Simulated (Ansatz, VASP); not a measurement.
# Cross-check of Ru2Au3 between VASP and Ansatz

One calculation is typed for both programs; each brings its own data sets and cutoff. How far apart do they land?

Method: plane waves, with VASP 6.6.1 beside it; single point at PBE, in Ansatz 0.2.0.

**1. Set-up**

The cell holds 20 atoms: 12 Au and 8 Ru. Cell: a = 5.883 Å, b = 5.883 Å, c = 22.320 Å, α = 90.0°, β = 90.0°, γ = 90.0°. It derives from Au. As first built, before any earlier steps moved the atoms (in the runner's words): kind: overlayer; added: Ru; how: under the top layer, both faces;. Regions: layer 1, 4 atoms (4 Au); layer 2, 4 atoms (4 Ru); layer 3, 4 atoms (4 Au); other layers, 8 atoms (4 Ru and 4 Au). Vacuum lies along c.

**2. Ansatz: single point, PBE**

Ansatz runs on its default PAW (the set named soft_2) files.

With cell and atoms fixed, the geometry can't cause a difference; cores, projectors, grids and the points listed under the comparison can.

File input.yaml:

```yaml
crystal:
  lattice:
    - [5.8831284195, 0.0, 0.0]
    - [0.0, 5.8831284195, 0.0]
    - [0.0, 0.0, 22.32]
  atoms:
    - { symbol: Au, position: [0.0, 0.0, 0.6640575775] }
    - { symbol: Au, position: [0.5, 0.0, 0.6640575775] }
    - { symbol: Au, position: [0.0, 0.5, 0.6640575775] }
    - { symbol: Au, position: [0.5, 0.5, 0.6640575775] }
    - { symbol: Au, position: [0.0, 0.0, 0.5] }
    - { symbol: Au, position: [0.5, 0.0, 0.5] }
    - { symbol: Au, position: [0.0, 0.5, 0.5] }
    - { symbol: Au, position: [0.5, 0.5, 0.5] }
    - { symbol: Au, position: [0.0, 0.0, 0.3359424225] }
    - { symbol: Au, position: [0.5, 0.0, 0.3359424225] }
    - { symbol: Au, position: [0.0, 0.5, 0.3359424225] }
    - { symbol: Au, position: [0.5, 0.5, 0.3359424225] }
    - { symbol: Ru, position: [0.25, 0.25, 0.5810740909] }
    - { symbol: Ru, position: [0.75, 0.25, 0.5810740909] }
    - { symbol: Ru, position: [0.25, 0.75, 0.5810740909] }
    - { symbol: Ru, position: [0.75, 0.75, 0.5810740909] }
    - { symbol: Ru, position: [0.25, 0.25, 0.4189259091] }
    - { symbol: Ru, position: [0.75, 0.25, 0.4189259091] }
    - { symbol: Ru, position: [0.25, 0.75, 0.4189259091] }
    - { symbol: Ru, position: [0.75, 0.75, 0.4189259091] }
hamiltonian:
  xc: pbe
  pseudopotentials: { kind: paw }
kpoints:
  mp_grid: { grid: [4, 4, 1] }
scf:
  occupations: { method: gaussian, width: 0.1 }
  n_extra_bands: 9
output:
  forces: true
  eigenvalues: true
  write_density: true
  write_potential: true
  elf: true
  volumetric_format: npy
```

On the command line:

```bash
ansatz run input.yaml --threads 4 --pin off --max-ram 18432MiB --backend cpu --events-out ev --progress --plain --runs-dir out
```

Numbers of over 12 decimals in the logs are rounded to 6 here.

Output:

```text
scf.n_extra_bands = 9 over 178 filled bands (N_el = 356.0): the run solves 187 bands
Engine: ansatz 0.2.0, aarch64-unknown-linux-gnu
Pseudopotentials: kind: paw
Pseudopotential: Au, paw, valence charge 19, recommended cutoff 420 eV (normal), Au.paw.azcp
Pseudopotential: Ru, paw, valence charge 16, recommended cutoff 420 eV (normal), Ru.paw.azcp
Functional definition: PBE
  parameter kappa = 0.804
  parameter beta = 0.066725
  exchange = pbe_x(kappa = kappa, mu = beta*pi^2/3)
  correlation = pbe_c(beta = beta)
Crystal: 20 atoms, lattice volume = 772.522 Å³
Basis set: ecut = 420 eV, 15055 PW (Γ), exchange–correlation on 80×80×300 points (8 copies of the dense FFT grid, shifted against one another)
Bands: 187, of which v1, the nominal top of the filled ones, is band 178 counted from 1 (177 counted from 0)
Symmetry: 64 space group operations
Space group: P4/mmm (ITA 123), of the structure as read, at distance tolerance 9.2e-5 Å
k-points: 6 of 16
Non-local potential: Au, projectors of the file, l = 0: 3, l = 1: 2, l = 2: 2, l = 3: 1
Non-local potential: Ru, projectors of the file, l = 0: 3, l = 1: 2, l = 2: 2, l = 3: 1
PAW form: soft (Blöchl's): semilocal exchange-correlation on the pseudo side does not see the compensation charge
PAW one-centre angular grid: Au, 590 points (default); XC on 64 Gauss nodes
PAW one-centre angular grid: Ru, 590 points (default); XC on 64 Gauss nodes
Initial density: superposition of atomic densities (neutral atoms: chi_scale 0, normalization atom), corrected by the library's trained network
Initial wavefunctions: pseudopotential atomic-orbital guess
Functional: x = pbe(κ = 0.804, μ = 0.219515), c = pbe(β = 0.066725)
SCF iter   1: F=—  HF=-204808.216587 eV  |F-HF|=—  |Δ(HF+E_count)|=         —  Δρ=6.10e-3  dr2=2.57e0  ethr=1.77e-3  ⟨swp⟩=7.0  Hψ=4193  notcnv=0
preconditioner: auto → LDOS  [metal: Δε(μ)=0.045 eV  Ē_g=3.794 eV  σ=0.100 eV  W_gap=0.25  n_scr=164 (ndim 8)  ℏωp=18.7 eV  f_vac=0.528  D(μ)=25.32/eV (n_scr^D=188)  β→1.0]
SCF iter   2: F=—  HF=-204808.196961 eV  |F-HF|=—  |Δ(HF+E_count)|=   1.96e-2  Δρ=5.85e-3  dr2=6.11e-1  ethr=7.23e-4  ⟨swp⟩=2.2  Hψ=1935  notcnv=0
SCF iter   3: F=—  HF=-204808.095647 eV  |F-HF|=—  |Δ(HF+E_count)|=   1.01e-1  Δρ=1.34e-3  dr2=3.92e-2  ethr=1.72e-4  ⟨swp⟩=2.0  Hψ=1703  notcnv=0
SCF iter   4: F=—  HF=-204808.094091 eV  |F-HF|=—  |Δ(HF+E_count)|=   1.56e-3  Δρ=5.15e-4  dr2=5.53e-3  ethr=1.10e-5  ⟨swp⟩=2.0  Hψ=1701  notcnv=0
SCF iter   5: F=—  HF=-204808.093696 eV  |F-HF|=—  |Δ(HF+E_count)|=   3.96e-4  Δρ=1.78e-4  dr2=4.57e-4  ethr=1.55e-6  ⟨swp⟩=2.0  Hψ=1658  notcnv=0
SCF iter   6: F=—  HF=-204808.093645 eV  |F-HF|=—  |Δ(HF+E_count)|=   5.10e-5  Δρ=5.88e-5  dr2=4.46e-5  ethr=1.28e-7  ⟨swp⟩=2.8  Hψ=1992  notcnv=0
SCF iter   7: F=—  HF=-204808.092878 eV  |F-HF|=—  |Δ(HF+E_count)|=   7.67e-4  Δρ=1.52e-5  dr2=8.83e-7  ethr=1.25e-8  ⟨swp⟩=2.2  Hψ=1795  notcnv=0
SCF iter   8: F=—  HF=-204808.092882 eV  |F-HF|=—  |Δ(HF+E_count)|=   4.11e-6  Δρ=5.41e-6  dr2=1.23e-7  ethr=2.81e-11  ⟨swp⟩=12.3  Hψ=10320  notcnv=0
SCF iter   9: F=-204808.092882 eV  HF=-204808.092882 eV  |F-HF|=2.25e-8  |Δ(HF+E_count)|=   3.44e-7  Δρ=1.32e-6  dr2=8.76e-9  ethr=2.81e-11  ⟨swp⟩=10.0  Hψ=8495  notcnv=0
SCF 1 converged in 9 iterations: F = -204808.092882 eV  dr2 = 8.76e-9
  greatest PAW one-centre occupation: 1.000 electrons in one spin orbital (limit 2), on the Au atom at site 7 (counted from 0), in its partial waves of l = 0
WARN: The output density's exchange-correlation potential varies sharply where the density is thin. Do not read a vacuum level from v_tot or v_xc, or from such a field of the output density. On a cell that repeats whose density bears no net charge and no dipole along the vacuum's axis use v_es (v_loc + v_h of the components); under efield.dipole_correction with no amplitude use v_es + v_field, which holds any externa [...]
SCF converged after 9 iterations
Free energy (F): -204808.092882 eV
Harris-Foulkes:  -204808.092882 eV  (|F-HF|=2.25e-8)
Internal energy: -204807.957803 eV  (E = F + TS)
E sigma→0 (E₀):  -204808.025343 eV
Entropy (-TS):   -0.135079 eV (-6.754 meV/atom)
Fermi energy:    5.747468 eV
--- Per-component energies (eV) ---
  E_band       = -8450.652017
  E_kinetic    = 11345.507493
  E_local      = -458632.157393  (includes V_loc(G=0)·N_el)
  E_nonlocal   = 3641.177833
  E_hartree    = 223249.325426
  E_xc         = -4242.920012
  E_vxc        = -5192.060703  (∫ρ·V_xc dr)
  E_paw        = -144165.356821  (= ΣΔE_a)
  E_vpaw       = -6111.764332  (= ΣTr[D̂ρ^β])
  E_aug_tail   = 0.015762  (compensation charges beyond the density's cutoff)
  E_ewald      = 163996.449909
  E_smearing   = -0.135079  (= −TS)
  E_closure    = 0.000000  (closes the sum)
  Σ components = -204808.092882   (vs F -204808.092882, Δ=0.00e0)
--- Forces (eV/Å), atoms counted from 1 ---
  atom   1  Au    -0.00000000    -0.00000000    -0.02737645
  atom   2  Au    -0.00000000     0.00000000    -0.02737645
  atom   3  Au    -0.00000000     0.00000000    -0.02737645
  atom   4  Au    -0.00000000    -0.00000000    -0.02737645
  atom   5  Au     0.00000000    -0.00000000    -0.00000000
  atom   6  Au     0.00000000    -0.00000000    -0.00000000
  atom   7  Au     0.00000000    -0.00000000     0.00000000
  atom   8  Au     0.00000000    -0.00000000     0.00000000
  atom   9  Au    -0.00000000     0.00000000     0.02737645
  atom  10  Au    -0.00000000    -0.00000000     0.02737645
  atom  11  Au    -0.00000000    -0.00000000     0.02737645
  atom  12  Au    -0.00000000    -0.00000000     0.02737645
  atom  13  Ru    -0.00000000     0.00000000     0.20506742
  atom  14  Ru     0.00000000     0.00000000     0.20506742
  atom  15  Ru    -0.00000000     0.00000000     0.20506742
  atom  16  Ru     0.00000000     0.00000000     0.20506742
  atom  17  Ru    -0.00000000     0.00000000    -0.20506742
  atom  18  Ru     0.00000000     0.00000000    -0.20506742
  atom  19  Ru    -0.00000000     0.00000000    -0.20506742
  atom  20  Ru     0.00000000     0.00000000    -0.20506742
  max |Σ_I F_I| component: 5.55e-17 eV/Å
--- Band table (eV; the first three rows and the last of 6) ---
  k-point 0: bands = [... 174 lower, 5.8702, 5.8702, 5.8888, 5.8888, 5.9253, 6.0331, 6.0749, 6.0749, ... 5 higher]
  k-point 1: bands = [... 174 lower, 5.5635, 5.6757, 5.7441, 5.8030, 5.8410, 6.0132, 6.0548, 6.1055, ... 5 higher]
  k-point 2: bands = [... 174 lower, 5.3499, 5.3499, 5.3635, 5.3635, 5.7017, 5.7017, 6.0882, 6.0882, ... 5 higher]
  k-point 5: bands = [... 174 lower, 5.1076, 5.1076, 5.2091, 5.2091, 5.2091, 5.2091, 5.7228, 5.7228, ... 5 higher]
```

Run time: 30 s. Hardware: 4 threads of Arm Neoverse V1, shared host; peak memory 3 GiB; 1.8 min of CPU time.

In the SCF lines HF is the Harris–Foulkes energy and dr2 the Hartree energy of the density residual, in eV; the loop may stop once dr2 is under the threshold and the program's other checks hold. Hψ counts applications of the Hamiltonian.

[end of part 1 of 2]

[Lines on the potential files, build, host, timing and source positions are cut from VASP's logs without a mark.]

[Logs are printed without paths, hosts, clocks, repeated set-up lines and the standing remarks that a program may print on its own settings, such as how far it seeks lower states.]

[Hosts, paths, dates, database ids (printed as entryN), source tags and the programs' standing remarks are cut or masked in the printed files.]
